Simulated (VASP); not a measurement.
A run of VASP 6.6.1:

INCAR

```
PREC     = Accurate       # precision mode
ENCUT    = 450            # plane-wave cutoff, eV
EDIFF    = 1E-5           # SCF threshold, eV
ISMEAR   = 0              # smearing method
SIGMA    = 0.03           # smearing width, eV
LREAL    = Auto         
LASPH    = True           # aspherical terms in the spheres
NELM     = 120            # most SCF steps
ALGO     = Normal         # electronic algorithm
ISIF     = 2              # what is computed and relaxed
LWAVE    = False          # write WAVECAR
LCHARG   = False          # write CHGCAR
ISPIN    = 2              # spin polarisation
MAGMOM   = 2 0 0 0 0 0 0 0 0 0 0 0 0 0 0 0 0 0 0 0 0 0 0 0 0 0 0 0 0 0 0 0 # initial moments
LORBIT   = 11             # projections on sites
NUPDOWN  = 2              # fixed moment
LMAXMIX  = 4              # l up to which the mixer works
LDAU     = True           # DFT+U
LDAUTYPE = 2            
LDAUL    = 2 -1 -1        # shell
LDAUU    = 3 0 0          # U, eV
LDAUJ    = 0 0 0        
LDAUPRINT= 1            
GGA      = PS             # functional
```

The input KPOINTS:

```
regular mesh
0
Gamma
  3 3 2
```

POSCAR

```
Al15VN16
1.0
    6.2200008610      0.0000000000      0.0000000000
   -3.1100004305      5.3866787572      0.0000000000
    0.0000000000      0.0000000000      9.9600000000
V Al N
1 15 16
Direct
    0.3333333333      0.1666666667      0.0000000000
    0.3333333333      0.1666666667      0.5000000000
    0.3333333333      0.6666666667      0.0000000000
    0.3333333333      0.6666666667      0.5000000000
    0.8333333333      0.1666666667      0.0000000000
    0.8333333333      0.1666666667      0.5000000000
    0.8333333333      0.6666666667      0.0000000000
    0.8333333333      0.6666666667      0.5000000000
    0.1666666667      0.3333333333      0.2500000000
    0.1666666667      0.3333333333      0.7500000000
    0.1666666667      0.8333333333      0.2500000000
    0.1666666667      0.8333333333      0.7500000000
    0.6666666667      0.3333333333      0.2500000000
    0.6666666667      0.3333333333      0.7500000000
    0.6666666667      0.8333333333      0.2500000000
    0.6666666667      0.8333333333      0.7500000000
    0.3333333333      0.1666666667      0.1910000000
    0.3333333333      0.1666666667      0.6910000000
    0.3333333333      0.6666666667      0.1910000000
    0.3333333333      0.6666666667      0.6910000000
    0.8333333333      0.1666666667      0.1910000000
    0.8333333333      0.1666666667      0.6910000000
    0.8333333333      0.6666666667      0.1910000000
    0.8333333333      0.6666666667      0.6910000000
    0.1666666667      0.3333333333      0.4410000000
    0.1666666667      0.3333333333      0.9410000000
    0.1666666667      0.8333333333      0.4410000000
    0.1666666667      0.8333333333      0.9410000000
    0.6666666667      0.3333333333      0.4410000000
    0.6666666667      0.3333333333      0.9410000000
    0.6666666667      0.8333333333      0.4410000000
    0.6666666667      0.8333333333      0.9410000000
```

Potentials or basis: VASP PAW PBE potentials, release 64 (V_sv, Al, N).

Command:

```bash
$ cat potpaw_PBE.64/V_sv/POTCAR potpaw_PBE.64/Al/POTCAR potpaw_PBE.64/N/POTCAR > POTCAR
$ mpirun -np 1 vasp_std > vasp.out
```

Hardware: 1 thread of Intel(R) Xeon(R) Platinum 8559C (Emerald Rapids), with other jobs on the host.

Question: Estimate the wall time of this run.

Answer: Run time: 11 min on 1 thread of Intel(R) Xeon(R) Platinum 8559C (Emerald Rapids), with other jobs on the host, peak memory 0.61 GiB. Counts: scf iterations 18, k points 6.
